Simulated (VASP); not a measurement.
Computed with PBEsol GGA, VASP's PBE PAW potentials (set 64) (plane waves; VASP).

A VASP calculation is set up with these files.

INCAR:
```
LWAVE  =  .False.
IBRION  =  2
LORBIT  =  10
NELM  =  100   ! most electronic steps
LMAXMIX  =  4
LREAL  =  .False.   ! projection in real space or not
PREC  =  Accurate
ENCUT  =  400   ! plane-wave cut-off (eV)
LCHARG  =  .False.
SIGMA  =  0.1   ! width (eV)
MAGMOM  =  0.0 2.0
ISPIN  =  2   ! spin-polarised
SYSTEM  =  VSi
LASPH  =  .True.
ALGO  =  Normal   ! blocked Davidson
ISIF  =  3
NSW  =  60   ! most ionic steps
EDIFF  =  1E-6
GGA  =  PS
EDIFFG  =  -0.01
ISMEAR  =  1   ! Methfessel-Paxton
```

File POSCAR:
```
VSi
1
    0.0000000000     2.6146040000     2.6146040000
    2.6146040000     0.0000000000     2.6146040000
    2.6146040000     2.6146040000     0.0000000000
Si V
1 1
Direct
  0.0000000000   0.0000000000   0.0000000000
  0.5000000000   0.5000000000   0.5000000000
```

### KPOINTS
```
Automatic mesh
0
Gamma
11 11 11
0 0 0
```

POTCAR, in this order: Si V_sv (PBE.64 set). Program: vasp_std.

What VASP printed:

**OSZICAR**
```
       N       E                     dE             d eps       ncg     rms          rms(c)
DAV:   1     0.985769741842E+02    0.98577E+02   -0.90798E+03  3352   0.999E+02
DAV:   2    -0.146582177001E+02   -0.11324E+03   -0.11031E+03  3067   0.310E+02
DAV:   3    -0.176583862540E+02   -0.30002E+01   -0.28785E+01  3650   0.516E+01
DAV:   4    -0.176957745300E+02   -0.37388E-01   -0.37365E-01  3062   0.590E+00
DAV:   5    -0.176963534599E+02   -0.57893E-03   -0.57892E-03  3567   0.741E-01    0.190E+01
DAV:   6    -0.173213558593E+02    0.37500E+00   -0.33473E+01  3328   0.602E+01    0.153E+01
DAV:   7    -0.149542586061E+02    0.23671E+01   -0.16068E+01  3112   0.428E+01    0.451E+00
DAV:   8    -0.148432020377E+02    0.11106E+00   -0.56977E-01  3032   0.696E+00    0.153E+00
DAV:   9    -0.148390560787E+02    0.41460E-02   -0.64689E-02  3405   0.224E+00    0.798E-01
DAV:  10    -0.148366031505E+02    0.24529E-02   -0.56211E-03  3096   0.909E-01    0.310E-01
DAV:  11    -0.148362904916E+02    0.31266E-03   -0.27870E-03  3427   0.512E-01    0.165E-01
DAV:  12    -0.148363599988E+02   -0.69507E-04   -0.27331E-04  3142   0.164E-01    0.663E-02
DAV:  13    -0.148363881989E+02   -0.28200E-04   -0.54652E-05  3082   0.662E-02    0.394E-02
DAV:  14    -0.148363990515E+02   -0.10853E-04   -0.60106E-06  3217   0.178E-02    0.372E-02
DAV:  15    -0.148364259090E+02   -0.26858E-04   -0.27280E-05  3172   0.374E-02    0.303E-02
DAV:  16    -0.148364571826E+02   -0.31274E-04   -0.59369E-05  3167   0.534E-02    0.227E-02
DAV:  17    -0.148364915463E+02   -0.34364E-04   -0.16848E-04  3162   0.883E-02    0.125E-02
DAV:  18    -0.148365114256E+02   -0.19879E-04   -0.38286E-04  3152   0.132E-01    0.524E-03
DAV:  19    -0.148365141345E+02   -0.27089E-05   -0.15950E-05  3007   0.342E-02    0.849E-03
DAV:  20    -0.148365143645E+02   -0.23004E-06   -0.37349E-07  1541   0.433E-03
   1 F= -.14836514E+02 E0= -.14836866E+02  d E =-.148365E+02  mag=     0.0931
       N       E                     dE             d eps       ncg     rms          rms(c)
DAV:   1    -0.491761706881E+02   -0.34340E+02   -0.62846E+02  3047   0.345E+02    0.584E+01
DAV:   2    -0.167209839657E+02    0.32455E+02   -0.10655E+02  2987   0.170E+02    0.129E+01
DAV:   3    -0.158657637495E+02    0.85522E+00   -0.64037E+00  3202   0.301E+01    0.719E+00
DAV:   4    -0.154574985991E+02    0.40827E+00   -0.38038E+00  3377   0.278E+01    0.855E+00
DAV:   5    -0.151906491818E+02    0.26685E+00   -0.21178E+00  3197   0.192E+01    0.190E+00
DAV:   6    -0.151788480643E+02    0.11801E-01   -0.42679E-02  2987   0.191E+00    0.175E+00
DAV:   7    -0.151783330058E+02    0.51506E-03   -0.44962E-04  3502   0.227E-01    0.179E+00
DAV:   8    -0.151497926395E+02    0.28540E-01   -0.53042E-02  3312   0.238E+00    0.760E-01
DAV:   9    -0.151482608323E+02    0.15318E-02   -0.12502E-02  3432   0.122E+00    0.430E-01
DAV:  10    -0.151481907009E+02    0.70131E-04   -0.23322E-04  2937   0.164E-01    0.403E-01
DAV:  11    -0.151479608443E+02    0.22986E-03   -0.18367E-04  3107   0.106E-01    0.166E-01
DAV:  12    -0.151478489898E+02    0.11185E-03   -0.30487E-04  3107   0.111E-01    0.107E-01
DAV:  13    -0.151478480535E+02    0.93632E-06   -0.72831E-06  3002   0.281E-02
   2 F= -.15147848E+02 E0= -.15148151E+02  d E =-.311334E+00  mag=    -0.0000
       N       E                     dE             d eps       ncg     rms          rms(c)
DAV:   1    -0.238530305145E+02   -0.87052E+01   -0.12459E+02  3052   0.181E+02    0.295E+01
DAV:   2    -0.228489128027E+02    0.10041E+01   -0.12749E+02  3196   0.131E+02    0.180E+01
DAV:   3    -0.159460628406E+02    0.69028E+01   -0.12873E+01  2988   0.461E+01    0.423E+00
DAV:   4    -0.157806677661E+02    0.16540E+00   -0.45447E+00  3428   0.215E+01    0.667E+00
DAV:   5    -0.155769168182E+02    0.20375E+00   -0.27728E+00  3162   0.204E+01    0.318E+00
DAV:   6    -0.154819281591E+02    0.94989E-01   -0.34527E-01  3132   0.748E+00    0.344E-01
DAV:   7    -0.154879633848E+02   -0.60352E-02   -0.30528E-02  3168   0.219E+00    0.885E-01
DAV:   8    -0.154813395421E+02    0.66238E-02   -0.22314E-02  3182   0.186E+00    0.412E-02
DAV:   9    -0.154813397694E+02   -0.22732E-06   -0.32724E-04  2992   0.179E-01    0.290E-02
DAV:  10    -0.154813403677E+02   -0.59832E-06   -0.40537E-06  3422   0.225E-02
   3 F= -.15481340E+02 E0= -.15481497E+02  d E =-.644826E+00  mag=     0.0000
       N       E                     dE             d eps       ncg     rms          rms(c)
DAV:   1    -0.154899831831E+02   -0.86434E-02   -0.11938E-01  3172   0.530E+00    0.105E+00
DAV:   2    -0.154902219077E+02   -0.23872E-03   -0.10231E-01  3172   0.394E+00    0.907E-01
DAV:   3    -0.154815782995E+02    0.86436E-02   -0.26008E-02  3142   0.198E+00    0.926E-02
DAV:   4    -0.154814487287E+02    0.12957E-03   -0.10851E-03  2912   0.242E-01    0.475E-02
DAV:   5    -0.154814311546E+02    0.17574E-04   -0.35846E-05  3202   0.663E-02    0.296E-02
DAV:   6    -0.154814308396E+02    0.31500E-06   -0.53751E-06  3122   0.182E-02
   4 F= -.15481431E+02 E0= -.15481597E+02  d E =-.644916E+00  mag=    -0.0000
       N       E                     dE             d eps       ncg     rms          rms(c)
DAV:   1    -0.154843336062E+02   -0.29025E-02   -0.40466E-02  3152   0.309E+00    0.603E-01
DAV:   2    -0.154844202444E+02   -0.86638E-04   -0.33370E-02  3162   0.228E+00    0.529E-01
DAV:   3    -0.154814992335E+02    0.29210E-02   -0.86241E-03  3132   0.115E+00    0.549E-02
DAV:   4    -0.154814562480E+02    0.42986E-04   -0.24536E-04  2932   0.145E-01    0.202E-02
DAV:   5    -0.154814554005E+02    0.84755E-06   -0.21634E-06  3262   0.187E-02
   5 F= -.15481455E+02 E0= -.15481614E+02  d E =-.245609E-04  mag=    -0.0000
       N       E                     dE             d eps       ncg     rms          rms(c)
DAV:   1    -0.154818477676E+02   -0.39152E-03   -0.51541E-03  3147   0.110E+00    0.219E-01
DAV:   2    -0.154818788993E+02   -0.31132E-04   -0.44482E-03  3172   0.835E-01    0.196E-01
DAV:   3    -0.154814770305E+02    0.40187E-03   -0.11789E-03  3147   0.423E-01    0.192E-02
DAV:   4    -0.154814707588E+02    0.62717E-05   -0.39683E-05  2912   0.501E-02    0.807E-03
DAV:   5    -0.154814705722E+02    0.18653E-06   -0.67634E-07  2026   0.103E-02
   6 F= -.15481471E+02 E0= -.15481632E+02  d E =-.397327E-04  mag=    -0.0000
```

OUTCAR:
```
------------------------ aborting loop because EDIFF is reached ----------------------------------------
  FORCE on cell =-STRESS in cart. coord.  units (eV):
  Direction    XX          YY          ZZ          XY          YZ          ZX
  --------------------------------------------------------------------------------------
  Total       -0.0020422     -0.0020422     -0.0020422      0.0000000      0.0000000      0.0000000
  in kB       -0.1159173     -0.1159173     -0.1159173      0.0000000      0.0000000      0.0000000
  external PRESSURE =      -0.1159173 kB  Pullay stress =       0.0000000 kB
  volume of cell :       28.23
      direct lattice vectors                 reciprocal lattice vectors
     0.000000000  2.416647650  2.416647650    -0.206898180  0.206898180  0.206898180
     2.416647650  0.000000000  2.416647650     0.206898180 -0.206898180  0.206898180
     2.416647650  2.416647650  0.000000000     0.206898180  0.206898180 -0.206898180
 POSITION                                       TOTAL-FORCE (eV/Angst)
 -----------------------------------------------------------------------------------
      0.00000      0.00000      0.00000        -0.000000     -0.000000      0.000000
      2.41665      2.41665      2.41665         0.000000      0.000000     -0.000000
 -----------------------------------------------------------------------------------
    total drift:                               -0.000000     -0.000000      0.000000
  FREE ENERGIE OF THE ION-ELECTRON SYSTEM (eV)
  ---------------------------------------------------
  free  energy   TOTEN  =       -15.4814705722 eV

  energy  without entropy=      -15.4819546815  energy(sigma->0) =      -15.48163194

 total charge

# of ion       s       p       d       tot
------------------------------------------
    1        0.804   0.958   0.000   1.762
    2        2.232   6.198   3.258  11.688
--------------------------------------------------
tot          3.036   7.156   3.258  13.450

 magnetization (x)

# of ion       s       p       d       tot
------------------------------------------
    1        0.000  -0.000   0.000   0.000
    2       -0.000  -0.000   0.000   0.000
--------------------------------------------------
tot          0.000  -0.000   0.000   0.000

 reached required accuracy - stopping structural energy minimisation
```
(Selected blocks of OUTCAR.)

CONTCAR:
```
VSi
   1.00000000000000
     0.0000000000000000    2.4166476497941400    2.4166476497941400
     2.4166476497941400    0.0000000000000000    2.4166476497941400
     2.4166476497941400    2.4166476497941400    0.0000000000000000
  Si              V
     1     1
Direct
     0.0000000000000000    0.0000000000000000    0.0000000000000000
     0.5000000000000000    0.5000000000000000    0.5000000000000000
```

**OUTCAR**
```
 val. band max:        9.6938600326   @ k =   0.3636   0.3636   0.0000

 cond. band min:       9.7142877223   @ k =  -0.4545   0.4545   0.0000


 Fermi energy:         9.6990878727

 spin component 1

 k-point     1 :       0.0000    0.0000    0.0000
  band No.  band energies     occupation
      1     -54.3605      1.00000
      2     -28.3248      1.00000
      3     -28.3248      1.00000
      4     -28.3248      1.00000
      5      -1.6663      1.00000
      6       8.7330      1.00000
      7       8.7330      1.00000
      8       8.7330      1.00000
      9       9.0953      1.00000
     10       9.0953      1.00000
     11      13.4684      0.00000
     12      13.4684      0.00000
     13      13.4684      0.00000

 k-point     2 :       0.0909    0.0000    0.0000
  band No.  band energies     occupation
      1     -54.3597      1.00000
      2     -28.3326      1.00000
      3     -28.3258      1.00000
      4     -28.3258      1.00000
      5      -1.5033      1.00000
      6       8.4932      1.00000
      7       8.7107      1.00000
      8       8.7107      1.00000
      9       8.9995      1.00000
     10       8.9995      1.00000
     11      13.0855      0.00000
     12      13.7908      0.00000
     13      13.7908      0.00000

 k-point     3 :       0.1818    0.0000    0.0000
  band No.  band energies     occupation
      1     -54.3578      1.00000
      2     -28.3537      1.00000
      3     -28.3287      1.00000
      4     -28.3287      1.00000
      5      -1.0228      1.00000
      6       7.7673      1.00000
      7       8.3009      1.00000
      8       8.3009      1.00000
      9       9.2158      1.00000
     10       9.2158      1.00000
     11      12.3441      0.00000
     12      14.5523      0.00000
     13      14.5523      0.00000

 k-point     4 :       0.2727    0.0000    0.0000
  band No.  band energies     occupation
      1     -54.3552      1.00000
...
```

Energy and stress use the plane-wave basis of the starting cell.

The structure was generated: VSi was put into the rocksalt type (Fm-3m), which need not be its known phase. This run relaxes it. Symmetry was kept, so distortions that lower it aren't found.
